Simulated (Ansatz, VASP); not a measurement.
# SiO2 in two plane-wave programs

Aim: how closely do two programs agree when they are given the same cell, functional and k mesh? The cell is taken from a series of runs on this material, whose earlier steps may have relaxed, scaled, displaced or heated it; both programs get it as it stands. Other levels of theory on this material are compared in a session of their own.

Main program and level: Ansatz 0.2.0; plane waves, with VASP 6.6.1 beside it; relaxation of cell and atoms at LDA.

## (1) Starting point

Symmetry: P4_2/mnm, No. 136, tetragonal system. Conventional cell: a = 4.155 Å, b = 4.155 Å, c = 2.661 Å, α = 90.00°, β = 90.00°, γ = 90.00°. Nearest to O lie 3 Si at 1.75 to 1.80 Å. Nearest to Si lie 6 O at 1.75 to 1.80 Å. Farther neighbours and most contacts between anions are not listed.

## (2) Ansatz: relaxation of cell and atoms, LDA

Ansatz runs on its PAW soft_1 files.

The relaxed volume is the usual yardstick between codes: in a stiff, nearly cubic crystal its relative difference is about their pressure difference at one cell divided by the bulk modulus.

File input.yaml:

```yaml
crystal:
  lattice:
    - [4.1548620152, 0.0, 0.0]
    - [0.0, 4.1548620152, 0.0]
    - [0.0, 0.0, 2.6614336769]
  atoms:
    - { symbol: O, position: [0.6944351949, 0.6944351949, 0.0] }
    - { symbol: O, position: [0.1944351949, 0.8055648051, 0.5] }
    - { symbol: O, position: [0.3055648051, 0.3055648051, 0.0] }
    - { symbol: O, position: [0.8055648051, 0.1944351949, 0.5] }
    - { symbol: Si, position: [0.5, 0.5, 0.5] }
    - { symbol: Si, position: [0.0, 0.0, 0.0] }
kpoints:
  mp_grid: { grid: [8, 8, 8] }
hamiltonian:
  xc: lda
  pseudopotentials: { kind: paw, azcp: { folder: soft_1 }, xc_functional: pbe }
scf:
  occupations: { method: fixed }
output:
  forces: true
  stress: true
  eigenvalues: true
relax:
  adjacent_minimum: "off"
  f_tol: 0.001
  max_steps: 60
  cell: { stress_tol: 0.01 }
```

Started as:

```sh
ansatz run input.yaml --threads 8 --pin off --max-ram 16384MiB --backend cpu --events-out ev --progress --plain --runs-dir out
```

Numbers of over 12 decimals in the logs are rounded to 6 here.

What it wrote:

```text
Engine: ansatz 0.2.0, aarch64-unknown-linux-gnu
Pseudopotentials: kind: paw
Pseudopotential: O, paw, valence charge 6, recommended cutoff 420 eV (normal), soft_1/O.paw.azcp
Pseudopotential: Si, paw, valence charge 4, recommended cutoff 420 eV (normal), soft_1/Si.paw.azcp
Functional definition: SPW92
  exchange = slater_x
  correlation = pw_c
Crystal: 6 atoms, lattice volume = 45.944 Å³
Basis set: ecut = 420 eV, 913 PW (Γ)
Bands: 22, of which v1, the nominal top of the filled ones, is band 16 counted from 1 (15 counted from 0)
Symmetry: 16 space group operations
Space group: P42/mnm (ITA 136), of the structure as read, at distance tolerance 3.6e-5 Å
k-points: 75 of 512
Non-local potential: O, projectors of the file, l = 0: 2, l = 1: 2, l = 2: 1
Non-local potential: Si, projectors of the file, l = 0: 2, l = 1: 2, l = 2: 1
PAW form: soft (Blöchl's): semilocal exchange-correlation on the pseudo side does not see the compensation charge
PAW frozen core: O, regenerated for the run's functional, and the local potential with it (the file was generated under x = pbe(κ = 0.804, μ = 0.219515), c = pbe(β = 0.066725))
PAW frozen core: Si, regenerated for the run's functional, and the local potential with it (the file was generated under x = pbe(κ = 0.804, μ = 0.219515), c = pbe(β = 0.066725))
PAW one-centre angular grid: O, 110 points (default); XC on 64 Gauss nodes
PAW one-centre angular grid: Si, 110 points (default); XC on 64 Gauss nodes
Initial density: superposition of atomic densities (chi_scale 0.1, normalization cell, long waves kept (reshape's long-wave potential 0.00 eV rms))
Initial wavefunctions: pseudopotential atomic-orbital guess
Functional: x = slater, c = lda
SCF iter   1: F=—  HF=-3447.546992 eV  |F-HF|=—  |Δ(HF+E_count)|=         —  Δρ=1.40e-1  dr2=7.15e0  ethr=3.10e-3  ⟨swp⟩=4.2  Hψ=7439  notcnv=0  defer=291
preconditioner: auto → none  [insulator: Δε(μ)=6.927 eV  Ē_g=19.657 eV  n_scr=10 (ndim 8)  ℏωp=31.0 eV  f_vac=0.000  ε∞_Penn≈3.5]
SCF iter   2: F=—  HF=-3445.623669 eV  |F-HF|=—  |Δ(HF+E_count)|=    1.92e0  Δρ=6.35e-2  dr2=6.90e-1  ethr=3.10e-3  ⟨swp⟩=3.0  Hψ=3948  notcnv=0  defer=279
SCF iter   3: F=—  HF=-3445.448692 eV  |F-HF|=—  |Δ(HF+E_count)|=   1.75e-1  Δρ=2.21e-2  dr2=8.02e-2  ethr=2.16e-3  ⟨swp⟩=2.3  Hψ=2921  notcnv=0  defer=299
SCF iter   4: F=—  HF=-3445.450696 eV  |F-HF|=—  |Δ(HF+E_count)|=   2.00e-3  Δρ=1.71e-3  dr2=4.54e-4  ethr=2.51e-4  ⟨swp⟩=2.0  Hψ=1851  notcnv=0  defer=300
SCF iter   5: F=—  HF=-3445.450890 eV  |F-HF|=—  |Δ(HF+E_count)|=   1.94e-4  Δρ=2.23e-4  dr2=8.89e-6  ethr=1.42e-6  ⟨swp⟩=2.0  Hψ=2696  notcnv=0  defer=300
SCF iter   6: F=—  HF=-3445.450895 eV  |F-HF|=—  |Δ(HF+E_count)|=   5.07e-6  Δρ=3.57e-5  dr2=2.62e-7  ethr=2.78e-8  ⟨swp⟩=2.0  Hψ=2723  notcnv=0  defer=135
SCF iter   7: F=-3445.450895 eV  HF=-3445.450895 eV  |F-HF|=8.56e-9  |Δ(HF+E_count)|=   2.71e-8  Δρ=7.33e-6  dr2=1.24e-8  ethr=3.13e-10  ⟨swp⟩=11.1  Hψ=8773  notcnv=0
SCF 1 converged in 7 iterations: F = -3445.450895 eV  dr2 = 1.24e-8
  greatest PAW one-centre occupation: 0.854 electrons in one spin orbital (limit 2), on the O atom at site 3 (counted from 0), in its partial waves of l = 0
relax step   1: F+E_penalty+E_count = -3445.45089542 eV  Δ(F+E_penalty+E_count) = +0.000e0 eV  max|allowed force component| = 6.173e-4 eV/Å  Δτ_max = 0.0000 Å  P = -0.004 GPa  Ω = 45.944 Å³  (7 SCF iters, dr2 threshold 1.00e-7 eV, accepted)
[...]
relax step   2: F+E_penalty+E_count = -3445.45089574 eV  Δ(F+E_penalty+E_count) = -3.208e-7 eV  max|allowed force component| = 5.550e-4 eV/Å  Δτ_max = 0.0000 Å  P = -0.003 GPa  Ω = 45.944 Å³  energy of the carried Pulay correction = +2.651e-7 eV  (3 SCF iters, dr2 threshold 6.77e-10 eV, accepted)
[...]
relax step   3: F+E_penalty+E_count = -3445.45089661 eV  Δ(F+E_penalty+E_count) = -8.680e-7 eV  max|allowed force component| = 5.527e-5 eV/Å  Δτ_max = 0.0000 Å  P = +0.003 GPa  Ω = 45.944 Å³  energy of the carried Pulay correction = +1.047e-6 eV  (3 SCF iters, dr2 threshold 3.74e-10 eV, accepted)
[...]
relax step   4: F+E_penalty+E_count = -3445.45089661 eV  Δ(F+E_penalty+E_count) = -8.731e-11 eV  max|allowed force component| = 5.606e-5 eV/Å  Δτ_max = 0.0000 Å  P = +0.003 GPa  Ω = 45.944 Å³  stress off target by 3.09e-3 GPa  SCF on the basis re-selected at this cell (its energy is not comparable with the rows above)  (5 SCF iters)
basis re-selected at this cell: Δ(F+E_penalty+E_count) = -8.731e-11 eV, ΔP = +0.000 GPa vs the last step (what re-selecting the basis moved, of the pressure what is left beyond the Pulay correction that the steps carried, after the strain that the cell walked since its last selection, with what the two solves' SCF thresholds leave and, on support functions, any second-order correction that the steps lacked; it is no  [...]
SCF converged after 5 iterations
Free energy (F): -3445.450897 eV
Harris-Foulkes:  -3445.450897 eV  (|F-HF|=9.09e-13)
Internal energy: -3445.450897 eV  (E = F + TS)
E sigma→0 (E₀):  -3445.450897 eV
Fermi energy:    10.472121 eV
--- Per-component energies (eV) ---
  E_band       = 61.434073
  E_kinetic    = 785.190294
  E_local      = -1194.681682  (includes V_loc(G=0)·N_el)
  E_nonlocal   = 260.778284
  E_hartree    = 433.016650
  E_xc         = -400.455031
  E_vxc        = -467.689070  (∫ρ·V_xc dr)
  E_paw        = -1581.936415  (= ΣΔE_a)
  E_vpaw       = -188.200301  (= ΣTr[D̂ρ^β])
  E_aug_tail   = 0.003252  (compensation charges beyond the density's cutoff)
  E_ewald      = -1747.922597
  E_core_change = 0.556347  (= ΣΔE_core)
  E_smearing   = -0.000000  (= −TS)
  E_closure    = -0.000000  (closes the sum)
  Σ components = -3445.450897   (vs F -3445.450897, Δ=0.00e0)
--- Forces (eV/Å), atoms counted from 1 ---
  atom   1  O      0.00005606     0.00005606    -0.00000000
  atom   2  O      0.00005606    -0.00005606    -0.00000000
  atom   3  O     -0.00005606    -0.00005606     0.00000000
  atom   4  O     -0.00005606     0.00005606     0.00000000
  atom   5  Si    -0.00000000    -0.00000000    -0.00000000
  atom   6  Si    -0.00000000    -0.00000000    -0.00000000
  max |Σ_I F_I| component: 1.73e-18 eV/Å
--- Stress (GPa, compression-positive) ---
        0.003092       0.000000       0.000000
        0.000000       0.003092       0.000000
        0.000000       0.000000       0.002238
  P = ⅓ Tr σ = 0.0028 GPa (0.028 kbar)
--- Band table (eV; the first three rows and the last of 75) ---
  k-point 0: bands = [... 12 lower, 7.9151, 9.5630, 9.5630, 10.4721, 16.2883, 16.9498, 18.8662, 18.8662, ... 2 higher]
  k-point 1: bands = [... 12 lower, 7.2205, 9.4053, 9.4053, 10.2702, 16.9891, 18.0668, 19.7602, 19.7602, ... 2 higher]
  k-point 2: bands = [... 12 lower, 6.0506, 8.9103, 8.9103, 9.6301, 18.0519, 20.2212, 20.4671, 21.6500, ... 2 higher]
  k-point 74: bands = [... 12 lower, 8.6739, 8.6739, 8.8682, 8.8682, 17.6715, 17.6715, 21.3601, 21.3601, ... 2 higher]
--- Relaxed structure (3 steps of the walk, 3 accepted, 1 SCFs on fresh bases) ---
  F+E_penalty+E_count = -3445.45089661 eV   max|allowed force component| = 5.606e-5 eV/Å   (the final SCF, on the basis selected at the relaxed cell)
  cell:  # Å, volume = 45.9437 Å³
    - [4.154913, 0, 0.0]
    - [0, 4.154913, 0.0]
    - [0.0, 0.0, 2.661349]
  atoms:
    - { symbol: O, position: [0.694429, 0.694429, 0.0] }
    - { symbol: O, position: [0.194429, 0.805571, 0.5] }
    - { symbol: O, position: [0.305571, 0.305571, 0.0] }
    - { symbol: O, position: [0.805571, 0.194429, 0.5] }
    - { symbol: Si, position: [0.500000, 0.500000, 0.5] }
    - { symbol: Si, position: [0, 0, 0.0] }
```

In the SCF lines HF is the Harris–Foulkes energy and dr2 the Hartree energy of the density residual, in eV; the loop may stop once dr2 is under the threshold and the program's other checks hold. Hψ counts applications of the Hamiltonian.

## (3) VASP: relaxation of cell and atoms, LDA

The same cell, functional (in two slightly different forms) and mesh now go to VASP, with its own data sets.

Lines of VASP's logs that name or quote its potential files are left out, and so is its time.

File INCAR:

```
SYSTEM = SiO2
PREC = Accurate
ENCUT = 600
EDIFF = 1E-07
NELM = 120
ISMEAR = 0
SIGMA = 0.01
LREAL = .FALSE.
ALGO = Normal
GGA = PW92
NBANDS = 22
LORBIT = 11
LWAVE = .FALSE.
LCHARG = .FALSE.
ISIF = 3
IBRION = 2
NSW = 80
EDIFFG = -0.005
LASPH = .TRUE.
GGA_COMPAT = .FALSE.
NELMIN = 4
EFERMI = MIDGAP
KPAR = 2
```

File POSCAR:

```
SiO2
1.0
    4.1548620000      0.0000000000      0.0000000000
    0.0000000000      4.1548620000      0.0000000000
    0.0000000000      0.0000000000      2.6614340000
O Si
4 2
Direct
    0.6944350980      0.6944350980      0.0000000000
    0.1944350980      0.8055649020      0.5000000000
    0.3055649020      0.3055649020      0.0000000000
    0.8055649020      0.1944350980      0.5000000000
    0.5000000000      0.5000000000      0.5000000000
    0.0000000000      0.0000000000      0.0000000000
```

File KPOINTS:

```
Automatic mesh
0
Gamma
8 8 8
0 0 0
```

The projector-augmented-wave data sets are O and Si (LDA family, release 64).

Started as:

```sh
mpirun -np 2 vasp_std
```

What it wrote:

```text
[banner, memory and clock lines left out]
running    2 mpi-ranks, on    1 nodes
 distrk:  each k-point on    1 cores,    2 groups
 distr:  one band on    1 cores,    1 groups

 POSCAR found type information on POSCAR O Si
 POSCAR found :  2 types and       6 ions
|                                                                             |
|               ----> ADVICE to this user running VASP <----                  |
|                                                                             |
|     You enforced a specific xc type in the INCAR file but a different       |
|     [... a line on the potential file left out ...]
|     I HOPE YOU KNOW WHAT YOU ARE DOING!                                     |
|                                                                             |

 LDA part: xc-table for (Slater(with rela. corr.)+PW92), standard interpolation
 POSCAR, INCAR and KPOINTS ok, starting setup
 FFT: planning ... GRIDC
 FFT: planning ... GRID_SOFT
 FFT: planning ... GRID
 WAVECAR not read
 entering main loop
       N       E                     dE             d eps       ncg     rms          rms(c)
DAV:   1     0.160188724573E+03    0.16019E+03   -0.19556E+04  3324   0.158E+03
DAV:   2    -0.496648214307E+02   -0.20985E+03   -0.19994E+03  4352   0.321E+02
DAV:   3    -0.569384372129E+02   -0.72736E+01   -0.72483E+01  4194   0.602E+01
DAV:   4    -0.569896533567E+02   -0.51216E-01   -0.51194E-01  4116   0.587E+00
DAV:   5    -0.569901325143E+02   -0.47916E-03   -0.47912E-03  4098   0.545E-01    0.181E+01
DAV:   6    -0.521400585711E+02    0.48501E+01   -0.17043E+01  3942   0.280E+01    0.865E+00
DAV:   7    -0.520789577117E+02    0.61101E-01   -0.59059E-01  3936   0.495E+00    0.306E+00
DAV:   8    -0.520488674460E+02    0.30090E-01   -0.21144E-02  3972   0.139E+00    0.108E+00
DAV:   9    -0.520435869393E+02    0.52805E-02   -0.48608E-03  3966   0.628E-01    0.222E-01
DAV:  10    -0.520435992768E+02   -0.12337E-04   -0.20278E-04  4050   0.123E-01    0.586E-02
DAV:  11    -0.520435934201E+02    0.58566E-05   -0.25475E-05  4104   0.395E-02    0.168E-02
DAV:  12    -0.520435928651E+02    0.55509E-06   -0.27907E-06  3924   0.129E-02    0.573E-03
DAV:  13    -0.520435928815E+02   -0.16410E-07   -0.17015E-07  3240   0.315E-03
   1 F= -.52043593E+02 E0= -.52043593E+02  d E =-.520436E+02
[...]
2 F= -.52043671E+02 E0= -.52043671E+02  d E =-.780710E-04
[...]
3 F= -.52043757E+02 E0= -.52043757E+02  d E =-.164057E-03
 curvature:  -0.29 expect dE=-0.345E-04 dE for cont linesearch -0.128E-10
 trial: gam= 0.21132 g(F)=  0.214E-07 g(S)=  0.120E-03 ort = 0.159E-06 (trialstep = 0.916E+00)
 search vector abs. value=  0.145E-03
 bond charge predicted
       N       E                     dE             d eps       ncg     rms          rms(c)
DAV:   1    -0.520440045210E+02   -0.24757E-03   -0.11607E-02  3852   0.870E-01    0.105E-01
DAV:   2    -0.520438359306E+02    0.16859E-03   -0.52211E-04  3912   0.175E-01    0.397E-02
DAV:   3    -0.520438044865E+02    0.31444E-04   -0.61919E-05  4062   0.586E-02    0.141E-02
DAV:   4    -0.520437989182E+02    0.55683E-05   -0.12124E-05  4014   0.271E-02    0.388E-03
DAV:   5    -0.520437986755E+02    0.24270E-06   -0.15805E-06  4026   0.947E-03    0.183E-03
DAV:   6    -0.520437986715E+02    0.39836E-08   -0.29104E-08  2154   0.137E-03
   4 F= -.52043799E+02 E0= -.52043799E+02  d E =-.417330E-04
 trial-energy change:   -0.000042  1 .order   -0.000041   -0.000110    0.000027
 step:   0.7362(harm=  0.7362)  dis= 0.00015  next Energy=   -52.043801 (dE=-0.441E-04)
 reached required accuracy - stopping structural energy minimisation
```

(Part 1 of 2 ends here.)

[Lines on the potential files, build, host, timing and source positions are cut from VASP's logs without a mark.]

[Logs are printed without paths, hosts, clocks, repeated set-up lines and the standing remarks that a program may print on its own settings, such as how far it seeks lower states.]

[Hosts, paths, dates, database ids (printed as entryN), source tags and the programs' standing remarks are cut or masked in the printed files.]
